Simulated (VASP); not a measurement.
Data:

```xyz
8
Lattice="4.9153 0.0000 0.0000 0.0000 4.9153 0.0000 0.0000 0.0000 4.9153" Properties=species:S:1:pos:R:3 pbc="T T T"
Be     4.8817     4.8817     4.8817
Be     2.4912     2.4912     4.8817
Be     2.4912     4.8817     2.4912
Be     4.8817     2.4912     2.4912
Se     1.2288     1.2288     1.2288
S      3.6865     3.6865     1.2288
S      3.6865     1.2288     3.6865
S      1.2288     3.6865     3.6865
```

Calculation: PBEsol GGA, VASP's PBE PAW potentials (set 64) (plane waves; VASP). Settings: 400 eV cut-off, Gaussian smearing of 0.050 eV, potentials Be Se S.

Question: Give the energies of bands 7 to 20 at the high-symmetry points, in eV from the valence-band maximum.

Answer: 
```csv
band,Γ,X,M,R
7,-5.17,-3.99,-4.49,-5.87
8,-2.86,-3.99,-4.49,-5.87
9,-2.86,-3.56,-3.45,-1.49
10,-2.86,-3.52,-3.29,-1.49
11,-2.67,-2.91,-3.29,-1.30
12,-2.67,-2.73,-2.85,-1.30
13,-2.67,-1.95,-1.57,-1.30
14,0.00,-1.95,-1.36,-0.67
15,0.00,-1.44,-0.92,-0.67
16,0.00,-1.44,-0.92,-0.67
17,2.44,4.01,5.37,4.98
18,2.88,4.16,5.37,4.98
19,2.88,5.98,5.52,4.98
20,4.56,6.17,5.78,5.24
```

The gap is direct, 2.44 eV, from the valence maximum at Γ to the conduction minimum at Γ.

The structure was generated: Be4S3Se was put into an ordered model structure (P-43m), which need not be its known phase. It was relaxed first.
